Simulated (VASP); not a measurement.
All values below come from PBEsol GGA, VASP's PBE PAW potentials (set 64) (plane waves; VASP 6.6.1).

The input files of a VASP run:

POSCAR:
```
GaN
1
    0.0000000000     2.2476657336     2.2476657336
    2.2476657336     0.0000000000     2.2476657336
    2.2476657336     2.2476657336     0.0000000000
Ga N
1 1
Direct
  0.0000000000   0.0000000000   0.0000000000
  0.2500000000   0.2500000000   0.2500000000
```

### KPOINTS
```
k-points along high-symmetry lines
15
Line-mode
Reciprocal
  0.000000   0.000000   0.000000 ! GAMMA
 -0.500000  -0.500000   0.000000 ! X

 -0.500000  -0.500000   0.000000 ! X
 -0.375000  -0.375000   0.250000 ! U

 -0.375000   0.000000   0.375000 ! K
  0.000000   0.000000   0.000000 ! GAMMA

  0.000000   0.000000   0.000000 ! GAMMA
  0.000000   0.000000   0.500000 ! L

  0.000000   0.000000   0.500000 ! L
 -0.500000  -0.250000   0.250000 ! W

 -0.500000  -0.250000   0.250000 ! W
 -0.500000  -0.500000   0.000000 ! X
```

INCAR:
```
ALGO = Normal
EDIFF = 1E-7
ENCUT = 520
GGA = PS
ICHARG = 11
ISMEAR = 0
LASPH = .True.
LCHARG = .False.
LMAXMIX = 4
LORBIT = 11
LREAL = .False.
LWAVE = .False.
NELM = 100
PREC = Accurate
SIGMA = 0.05
SYSTEM = GaN
```

POTCAR, in this order: Ga_d N (PBE.64 set). Program: vasp_std. Read from the step before: CHGCAR.

Output

**OSZICAR**
```
       N       E                     dE             d eps       ncg     rms          rms(c)
DAV:   1     0.840866650287E+02    0.84087E+02   -0.97758E+03  2502   0.249E+03
DAV:   2    -0.524864270333E+01   -0.89335E+02   -0.83722E+02  2673   0.361E+02
DAV:   3    -0.117665902005E+02   -0.65179E+01   -0.63798E+01  2640   0.838E+01
DAV:   4    -0.118715314076E+02   -0.10494E+00   -0.10488E+00  2795   0.112E+01
DAV:   5    -0.118731349834E+02   -0.16036E-02   -0.16035E-02  2553   0.122E+00
DAV:   6    -0.118731930179E+02   -0.58035E-04   -0.58034E-04  3173   0.202E-01
DAV:   7    -0.118731945519E+02   -0.15340E-05   -0.15341E-05  2596   0.216E-02
DAV:   8    -0.118731946070E+02   -0.55043E-07   -0.55064E-07  2267   0.374E-03
   1 F= -.11873195E+02 E0= -.11873195E+02  d E =-.173017E-18
```

OUTCAR:
```
 val. band max:        5.2343253723   @ k =   0.0000   0.0000   0.0000

 cond. band min:       6.9671168959   @ k =   0.0000   0.0000   0.0000



 k-point     1 :       0.0000    0.0000    0.0000
  band No.  band energies     occupation
      1     -10.7648      2.00000
      2      -8.1757      2.00000
      3      -8.1757      2.00000
      4      -8.1757      2.00000
      5      -7.8426      2.00000
      6      -7.8426      2.00000
      7       5.2343      2.00000
      8       5.2343      2.00000
      9       5.2343      2.00000
     10       6.9671      0.00000
     11      15.4859      0.00000
     12      15.4859      0.00000
     13      15.4859      0.00000

 k-point     2 :      -0.0357   -0.0357    0.0000
  band No.  band energies     occupation
      1     -10.7447      2.00000
      2      -8.1722      2.00000
      3      -8.1722      2.00000
      4      -8.1719      2.00000
      5      -7.8442      2.00000
      6      -7.8416      2.00000
      7       5.0246      2.00000
      8       5.1907      2.00000
      9       5.1907      2.00000
     10       7.1829      0.00000
     11      15.3603      0.00000
     12      15.5298      0.00000
     13      15.5298      0.00000

 k-point     3 :      -0.0714   -0.0714    0.0000
  band No.  band energies     occupation
      1     -10.6856      2.00000
      2      -8.1619      2.00000
      3      -8.1619      2.00000
      4      -8.1598      2.00000
      5      -7.8487      2.00000
      6      -7.8387      2.00000
      7       4.5655      2.00000
      8       5.0640      2.00000
      9       5.0640      2.00000
     10       7.6563      0.00000
     11      15.0197      0.00000
     12      15.6584      0.00000
     13      15.6584      0.00000

 k-point     4 :      -0.1071   -0.1071    0.0000
  band No.  band energies     occupation
      1     -10.5909      2.00000
      2      -8.1451      2.00000
      3      -8.1451      2.00000
      4      -8.1374      2.00000
...
```

The density is held fixed in this step, so its total energy and stress have no physical meaning.

The compound is GaN in the zinc blende structure, a metastable form; wurtzite is the usual one. It was relaxed first.
